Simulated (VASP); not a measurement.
Calculation: PBE GGA, VASP's PBE PAW potentials (set 64) (plane waves; VASP 6.6.1).

A VASP calculation is set up with these files.

### INCAR
```
# general
SYSTEM  = MoSi2
PREC    = Accurate
ENCUT   = 400
LREAL   = .FALSE.
LASPH   = .TRUE.

# electronic loop
EDIFF   = 1E-4
NELM    = 100
ALGO    = Normal
LMAXMIX = 4

# smearing
ISMEAR  = 1
SIGMA   = 0.1

# functional
GGA     = PE

# ions
ISIF    = 2

# output
LWAVE   = .FALSE.
LCHARG  = .FALSE.
```

**KPOINTS**
```
Automatic mesh
0
Gamma
12 12 12
0 0 0
```

**POSCAR**
```
MoSi2
8.0070
 -0.2044585987   0.2044585987   0.5000000000
  0.2044585987  -0.2044585987   0.5000000000
  0.2044585987   0.2044585987  -0.5000000000
Si Mo
2 1
Cart
  0.0000000000  -0.0000000000   0.6650000000
  0.0000000000  -0.0000000000   0.3350000000
  0.0000000000   0.0000000000   0.0000000000
```

POTCAR, in this order: Si Mo_sv (PBE.64 set). Program: vasp_std.

### Question
What will the output report for the number of irreducible k-points (NKPTS), number of bands (NBANDS), largest plane-wave count, number of space-group operations, FFT grid (NGX, NGY, NGZ)?

### Answer

The number of irreducible k-points (NKPTS) is 163 and the number of bands (NBANDS) is 15. The largest plane-wave count is 797, the number of space-group operations comes out as 16 and the FFT grid (NGX, NGY, NGZ) is 30 × 30 × 30.

The compound is MoSi2 in the MoSi2 type structure. The cell was not relaxed at this level. The run is one of a series of settings (EDIFF = 1E-4 against the base run), some of them coarse on purpose.
